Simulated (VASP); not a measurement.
A convergence study with VASP on TaC (rock salt): one setting is varied, all else stays as given below, so the limit is that of these other settings.

```yaml
crystal:
  lattice:
    - [0.00000, 2.23000, 2.23000]
    - [2.23000, 0.00000, 2.23000]
    - [2.23000, 2.23000, 0.00000]
  atoms:
    - { symbol: Ta, position: [0.00000, 0.00000, 0.00000] }
    - { symbol: C, position: [0.50000, 0.50000, 0.50000] }
```

These are LDA (Ceperley-Alder, Perdew-Zunger), VASP's LDA PAW potentials (set 64) (plane waves; VASP) values and carry that method's errors. The tightest run used: 700 eV cut-off, 20×20×20 Monkhorst-Pack mesh, first-order Methfessel-Paxton smearing of 0.10 eV, potentials Ta_pv C.

### Question
The settings run are 2×2×2 mesh; 3×3×3 mesh; 4×4×4 mesh; 5×5×5 mesh; 6×6×6 mesh; 7×7×7 mesh; 8×8×8 mesh; 9×9×9 mesh; 10×10×10 mesh; 11×11×11 mesh; 12×12×12 mesh; 13×13×13 mesh; 14×14×14 mesh; 15×15×15 mesh; 16×16×16 mesh; 17×17×17 mesh; 18×18×18 mesh; 19×19×19 mesh; 20×20×20 mesh. From which on does the stress (every component) stay within 0.5 GPa of the tightest run?

### Answer
From 5×5×5 mesh on: it is off by 0.09 there and by no more than 0.5 in any finer run, while 4×4×4 mesh is off by 0.95.
```json
[
 {"setting": "2×2×2 mesh", "E (eV/atom)": "-11.9672", "pressure (GPa)": "-4.37", "irreducible k-points": "2", "difference judged (GPa)": "4.61"},
 {"setting": "3×3×3 mesh", "E (eV/atom)": "-11.8999", "pressure (GPa)": "-4.58", "irreducible k-points": "4", "difference judged (GPa)": "4.40"},
 {"setting": "4×4×4 mesh", "E (eV/atom)": "-12.0937", "pressure (GPa)": "-8.03", "irreducible k-points": "10", "difference judged (GPa)": "0.95"},
 {"setting": "5×5×5 mesh", "E (eV/atom)": "-12.1514", "pressure (GPa)": "-9.07", "irreducible k-points": "10", "difference judged (GPa)": "0.09"},
 {"setting": "6×6×6 mesh", "E (eV/atom)": "-12.1562", "pressure (GPa)": "-9.23", "irreducible k-points": "28", "difference judged (GPa)": "0.25"},
 {"setting": "7×7×7 mesh", "E (eV/atom)": "-12.1404", "pressure (GPa)": "-9.04", "irreducible k-points": "20", "difference judged (GPa)": "0.06"},
 {"setting": "8×8×8 mesh", "E (eV/atom)": "-12.1324", "pressure (GPa)": "-8.83", "irreducible k-points": "60", "difference judged (GPa)": "0.15"},
 {"setting": "9×9×9 mesh", "E (eV/atom)": "-12.1310", "pressure (GPa)": "-8.74", "irreducible k-points": "35", "difference judged (GPa)": "0.23"},
 {"setting": "10×10×10 mesh", "E (eV/atom)": "-12.1339", "pressure (GPa)": "-8.91", "irreducible k-points": "110", "difference judged (GPa)": "0.07"},
 {"setting": "11×11×11 mesh", "E (eV/atom)": "-12.1383", "pressure (GPa)": "-8.97", "irreducible k-points": "56", "difference judged (GPa)": "0.01"},
 {"setting": "12×12×12 mesh", "E (eV/atom)": "-12.1417", "pressure (GPa)": "-9.03", "irreducible k-points": "182", "difference judged (GPa)": "0.05"},
 {"setting": "13×13×13 mesh", "E (eV/atom)": "-12.1412", "pressure (GPa)": "-9.00", "irreducible k-points": "84", "difference judged (GPa)": "0.02"},
 {"setting": "14×14×14 mesh", "E (eV/atom)": "-12.1381", "pressure (GPa)": "-8.96", "irreducible k-points": "280", "difference judged (GPa)": "0.01"},
 {"setting": "15×15×15 mesh", "E (eV/atom)": "-12.1360", "pressure (GPa)": "-8.92", "irreducible k-points": "120", "difference judged (GPa)": "0.06"},
 {"setting": "16×16×16 mesh", "E (eV/atom)": "-12.1367", "pressure (GPa)": "-8.94", "irreducible k-points": "408", "difference judged (GPa)": "0.04"},
 {"setting": "17×17×17 mesh", "E (eV/atom)": "-12.1371", "pressure (GPa)": "-8.95", "irreducible k-points": "165", "difference judged (GPa)": "0.03"},
 {"setting": "18×18×18 mesh", "E (eV/atom)": "-12.1398", "pressure (GPa)": "-9.01", "irreducible k-points": "570", "difference judged (GPa)": "0.03"},
 {"setting": "19×19×19 mesh", "E (eV/atom)": "-12.1397", "pressure (GPa)": "-8.99", "irreducible k-points": "220", "difference judged (GPa)": "0.01"},
 {"setting": "20×20×20 mesh", "E (eV/atom)": "-12.1390", "pressure (GPa)": "-8.98", "irreducible k-points": "770", "difference judged (GPa)": "0.00"}
]
```

VASP warned of too few bands at 3×3×3 mesh.

Left out are rungs that failed or repeat a setting and relaxations that didn't move; long series are thinned to 24 rows.

The compound is TaC in the rock salt structure. The cell was not relaxed at this level. The electron count is odd and the run is not spin-polarised, which forces a metal.
